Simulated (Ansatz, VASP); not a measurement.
# Cross-check of TaN between VASP and Ansatz, part 2 of 2

One calculation is typed for both programs; each brings its own data sets. How far apart do they land? The structure shown is the end of the Ansatz relaxation below.

VASP 6.6.1 and Ansatz 0.2.0.

So far. Step 3 (VASP: single point, PBEsol, pair 1): The run ends at a pressure of 6.27 GPa.

### Step 7. VASP: single point, PBEsol, pair 2

Level of this step: PBEsol; plane waves and PAW (Ta_pv, N) (VASP).

The same cell, functional, mesh and smearing now go to VASP, with its own data sets.

The input, INCAR:

```
SYSTEM = TaN
PREC = Accurate
ENCUT = 600
EDIFF = 1E-06
NELM = 120
ISMEAR = -1
SIGMA = 0.05
LREAL = .FALSE.
ALGO = Normal
GGA = PS
NBANDS = 22
LASPH = .TRUE.
LORBIT = 11
LWAVE = .FALSE.
LCHARG = .FALSE.
ISIF = 2
GGA_COMPAT = .FALSE.
KPAR = 2
```

The input, POSCAR:

```
TaN
1.0
    3.1100712673      0.0000000000      0.0000000000
    0.0000000000      3.1100712673      0.0000000000
    0.0000000000      0.0000000000      4.2432174700
Ta N
2 2
Direct
    0.0000000000      0.0000000000      0.0000000000
    0.5000000000      0.5000000000      0.5000000000
    0.0000000000      0.0000000000      0.5000000000
    0.5000000000      0.5000000000      0.0000000000
```

The input, KPOINTS:

```
Automatic mesh
0
Gamma
14 14 10
0 0 0
```

The projector-augmented-wave data sets are Ta_pv and N (PBE family, release 64).

Command:

```sh
mpirun -np 2 vasp_std
```

Numbers of over 12 decimals in the logs are rounded to 6 here.

Output:

```text
[banner, memory and clock lines left out]
running    2 mpi-ranks, on    1 nodes
[...]
[... a notice as in an earlier step ...]

 LDA part: xc-table for (Slater+PW92), standard interpolation
 POSCAR, INCAR and KPOINTS ok, starting setup
[...]
entering main loop
       N       E                     dE             d eps       ncg     rms          rms(c)
DAV:   1     0.287179496632E+03    0.28718E+03   -0.19123E+04  9512   0.172E+03
DAV:   2    -0.356891066388E+02   -0.32287E+03   -0.30978E+03 11058   0.468E+02
DAV:   3    -0.516385505168E+02   -0.15949E+02   -0.15507E+02 11964   0.986E+01
DAV:   4    -0.519140312526E+02   -0.27548E+00   -0.27181E+00 11644   0.123E+01
[...]
DAV:  11    -0.463326382036E+02    0.13098E-03   -0.49560E-04 11680   0.164E-01    0.127E-02
DAV:  12    -0.463326400508E+02   -0.18473E-05   -0.28238E-05 11184   0.403E-02    0.464E-03
DAV:  13    -0.463326393989E+02    0.65200E-06   -0.86703E-07  7300   0.665E-03
   1 F= -.46332639E+02 E0= -.46326868E+02  d E =-.115433E-01
```

From OUTCAR (step 7):

```text
  Total        0.3008832      0.3008832      6.9250729      0.0000000      0.0000000     -0.0000000
  in kB       11.7455299     11.7455299    270.3329340      0.0000000      0.0000000     -0.0000000
  external PRESSURE =      97.9413313 kB  Pullay stress =       0.0000000 kB

 POSITION                                       TOTAL-FORCE (eV/Angst)
 -----------------------------------------------------------------------------------
      0.00000      0.00000      0.00000         0.000000      0.000000      0.000000
      1.55504      1.55504      2.12161        -0.000000     -0.000000     -0.000000
      0.00000      0.00000      2.12161         0.000000      0.000000      0.000000
      1.55504      1.55504      0.00000         0.000000      0.000000      0.000000
 -----------------------------------------------------------------------------------
    total drift:                                0.000000      0.000000      0.000000

  FREE ENERGIE OF THE ION-ELECTRON SYSTEM (eV)
  ---------------------------------------------------
  free  energy   TOTEN  =       -46.3326393989 eV

  energy  without entropy=      -46.3210961119  energy(sigma->0) =      -46.32686776

[... 1 part as in an earlier step ...]

[... 2 further parts left out ...]
[key lines of the parts left out:]
E-fermi :   9.7730
```

The run ends at a pressure of 9.79 GPa.

### Step 8. Comparison

What differs besides the data sets and the points named for the pairs above, as far as they apply: the data sets hold 36 valence electrons in Ansatz (on its PAW soft_1 files) and 32 in VASP. Total energies have different zeros and are not compared.

Compared:

| quantity | Ansatz | VASP | difference |
| --- | --- | --- | --- |
| pressure (GPa) | 8.50 | 9.79 | -1.29 |

### Step 9. Ansatz: relaxation, PBEsol

This run makes the geometry at which the two programs are then compared. The cell compared in this pair holds 41.88 Å³, against 41.04 Å³ for the pair before.

The structure compared here is the end of the Ansatz relaxation.

The input, input.yaml:

```yaml
crystal:
  lattice:
    - [3.093204, 0.0, 0.0]
    - [0.0, 3.093204, 0.0]
    - [0.0, 0.0, 4.374451]
  atoms:
    - { symbol: Ta, position: [0.0, 0.0, 0.0] }
    - { symbol: Ta, position: [0.5, 0.5, 0.5] }
    - { symbol: "N", position: [0.0, 0.0, 0.5] }
    - { symbol: "N", position: [0.5, 0.5, 0.0] }
kpoints:
  mp_grid: { grid: [14, 14, 10] }
scf:
  occupations: { method: fermi_dirac, width: 0.05 }
hamiltonian:
  xc: pbesol
  pseudopotentials: { kind: paw, azcp: { folder: soft_1 }, xc_functional: pbe }
basis:
  ecutwfc: 600
output:
  forces: true
  stress: true
relax:
  f_tol: 0.005
  max_steps: 70
  cell: { stress_tol: 0.02, p_target: 0, fix: [c, alpha, beta, gamma] }
```

Command:

```sh
ansatz run input.yaml --threads 4 --pin off --max-ram 10240MiB --backend cpu --events-out ev --progress --plain --runs-dir out
```

Output:

```text
[...]
Crystal: 4 atoms, lattice volume = 41.854 Å³
Basis set: ecut = 600 eV, 1417 PW (Γ), exchange–correlation on 50×50×72 points (8 copies of the dense FFT grid, shifted against one another)
Bands: 22, of which v1, the nominal top of the filled ones, is band 18 counted from 1 (17 counted from 0)
Symmetry: 32 space group operations
[...]
k-points: 216 of 1960
[...]
0.000000       0.000000      -0.416524
  P = ⅓ Tr σ = -0.1389 GPa (-1.389 kbar)
--- Relaxed structure (3 steps of the walk, 3 accepted, 1 SCFs on fresh bases) ---
[...]
cell:  # Å, volume = 41.8769 Å³
    - [3.094037, 0, 0.0]
    - [0, 3.094037, 0.0]
    - [0.0, 0.0, 4.374451]
  atoms:
    - { symbol: Ta, position: [0, 0, 0] }
    - { symbol: Ta, position: [0.5, 0.5, 0.5] }
    - { symbol: N, position: [0, 0, 0.5] }
    - { symbol: N, position: [0.5, 0.5, 0] }
[key lines of the parts left out:]
SCF converged after 8 iterations
Free energy (F): -20375.975485 eV
Fermi energy:    21.767035 eV
```

### Step 10. VASP: single point, PBEsol, pair 3

The same cell, functional, mesh and smearing now go to VASP, with its own data sets.

INCAR is that of step 7.

The input, POSCAR:

```
TaN
1.0
    3.0940366018      0.0000000000      0.0000000000
    0.0000000000      3.0940366018      0.0000000000
    0.0000000000      0.0000000000      4.3744510000
Ta N
2 2
Direct
    0.0000000000      0.0000000000      0.0000000000
    0.5000000000      0.5000000000      0.5000000000
    0.0000000000      0.0000000000      0.5000000000
    0.5000000000      0.5000000000      0.0000000000
```

KPOINTS is that of step 7.

Command:

```sh
mpirun -np 2 vasp_std
```

Output:

```text
[... set-up lines as in an earlier step ...]
 entering main loop
       N       E                     dE             d eps       ncg     rms          rms(c)
DAV:   1     0.285744774711E+03    0.28574E+03   -0.19180E+04  9512   0.171E+03
DAV:   2    -0.363595774769E+02   -0.32210E+03   -0.30915E+03 11096   0.469E+02
DAV:   3    -0.517412500173E+02   -0.15382E+02   -0.14976E+02 12056   0.969E+01
DAV:   4    -0.520048653073E+02   -0.26362E+00   -0.26166E+00 11454   0.124E+01
[...]
DAV:  11    -0.464307603234E+02    0.15022E-03   -0.48130E-04 11638   0.160E-01    0.187E-02
DAV:  12    -0.464307607835E+02   -0.46012E-06   -0.45842E-05 11556   0.465E-02    0.454E-03
DAV:  13    -0.464307601377E+02    0.64587E-06   -0.12848E-06  7582   0.833E-03
   1 F= -.46430760E+02 E0= -.46423574E+02  d E =-.143728E-01
```

OUTCAR, selected parts (step 10):

```text
  Total        0.3023037      0.3023037      0.1878317      0.0000000     -0.0000000      0.0000000
  in kB       11.5659055     11.5659055      7.1862930      0.0000000     -0.0000000      0.0000000
  external PRESSURE =      10.1060347 kB  Pullay stress =       0.0000000 kB

 POSITION                                       TOTAL-FORCE (eV/Angst)
 -----------------------------------------------------------------------------------
      0.00000      0.00000      0.00000         0.000000      0.000000     -0.000000
      1.54702      1.54702      2.18723         0.000000      0.000000      0.000000
      0.00000      0.00000      2.18723         0.000000      0.000000     -0.000000
      1.54702      1.54702      0.00000        -0.000000     -0.000000     -0.000000
 -----------------------------------------------------------------------------------
    total drift:                                0.000000      0.000000      0.000000

  FREE ENERGIE OF THE ION-ELECTRON SYSTEM (eV)
  ---------------------------------------------------
  free  energy   TOTEN  =       -46.4307601377 eV

  energy  without entropy=      -46.4163873701  energy(sigma->0) =      -46.42357375

[... 1 part as in an earlier step ...]

[... 2 further parts left out ...]
[key lines of the parts left out:]
E-fermi :   9.5431
```

The run ends at a pressure of 1.01 GPa.

### Step 11. Side by side

What differs besides the data sets and the points named for the pairs above, as far as they apply: the data sets hold 36 valence electrons in Ansatz (on its PAW soft_1 files) and 32 in VASP. Total energies have different zeros and are not compared.

The two programs side by side:

| quantity | Ansatz | VASP | difference |
| --- | --- | --- | --- |
| pressure (GPa) | -0.14 | 1.01 | -1.15 |

### Step 12. Summary of results

| Item | Value |
| --- | --- |
| difference in pressure (single point, PBEsol, pair 1) | -1.2 GPa |
| difference in pressure (single point, PBEsol, pair 2) | -1.3 GPa |
| difference in pressure (single point, PBEsol, pair 3) | -1.1 GPa |

In words: The difference in pressure is -1.3 GPa (single point, PBEsol, pair 2), beyond the 1 GPa picked in this series as the mark of a large difference. The data sets hold unlike numbers of valence electrons (36 in Ansatz and 32 in VASP), so part of the differences comes from the potentials. Single point, PBEsol, pair 1, VASP with the data sets Ta_sv_GW and N: the difference in pressure goes from -1.2 to -0.38 GPa. What causes the difference of the single point, PBEsol, pair 2 pair stays open here. What causes the difference of the single point, PBEsol, pair 3 pair stays open here. 4 further runs of this series are not shown here. How closely two codes agree says nothing of how well the functional describes the real material.

[Lines on the potential files, build, host, timing and source positions are cut from VASP's logs without a mark.]

[Logs are printed without paths, hosts, clocks, repeated set-up lines and the standing remarks that a program may print on its own settings, such as how far it seeks lower states.]

[Hosts, paths, dates, database ids (printed as entryN), source tags and the programs' standing remarks are cut or masked in the printed files.]
